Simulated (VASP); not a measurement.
A run of VASP 6.6.1:

Contents of POSCAR:

```
NbB2                                    
1.0
    3.0946591913      0.0000000000      0.0000000000
   -1.5473295956      2.6800534797      0.0000000000
    0.0000000000      0.0000000000      3.2892677088
  Nb              B             
     1     2
Direct
     0.0000000000000000    0.0000000000000000    0.0000000000000000
     0.3333333300000021    0.6666666699999979    0.5000000000000000
     0.6666666699999979    0.3333333300000021    0.5000000000000000
```

INCAR.step1

```
SYSTEM = NbB2
  ALGO = Fast
  EDIFF = 1E-7
  ENCUT = 700
  GGA = PS
  ISIF = 2
  ISMEAR = 0
  LASPH = .True.
  LCHARG = .True.
  LMAXMIX = 4
  LREAL = .False.
  LWAVE = .False.
  NELM = 100
  PREC = Accurate
  SIGMA = 0.1
```

File KPOINTS.step1:

```
k-points
0
Gamma
  15 15 12
  0 0 0
```

File INCAR.step2:

```
SYSTEM = NbB2
  ALGO = Fast
  EDIFF = 1E-7
  ENCUT = 700
  GGA = PS
  ICHARG = 11
  ISIF = 2
  ISMEAR = -5
  LASPH = .True.
  LCHARG = .False.
  LMAXMIX = 4
  LORBIT = 10
  LREAL = .False.
  LWAVE = .False.
  NEDOS = 1001
  NELM = 100
  PREC = Accurate
  SIGMA = 0.1
```

The input KPOINTS.step2:

```
k-points
0
Gamma
  23 23 18
  0 0 0
```

Potentials or basis: VASP PAW PBE potentials, release 64 (Nb_sv, B).

Run with:

```console
$ cat potpaw_PBE.64/Nb_sv/POTCAR potpaw_PBE.64/B/POTCAR > POTCAR
$ cp INCAR.step1 INCAR
$ cp KPOINTS.step1 KPOINTS
$ mpirun -np 1 vasp_std > vasp.out
$ cp INCAR.step2 INCAR
$ cp KPOINTS.step2 KPOINTS
$ mpirun -np 1 vasp_std > vasp.out
```

Hardware: 1 thread of AMD EPYC 9R45 96-Core Processor (Zen 5), with other jobs on the host.

**Question.** Estimate the wall time of this run.

**Answer.** Wall time 6.4 min on 1 thread of AMD EPYC 9R45 96-Core Processor (Zen 5) (shared host), peak memory 0.41 GiB. Counts: scf iterations 21, k points 560.
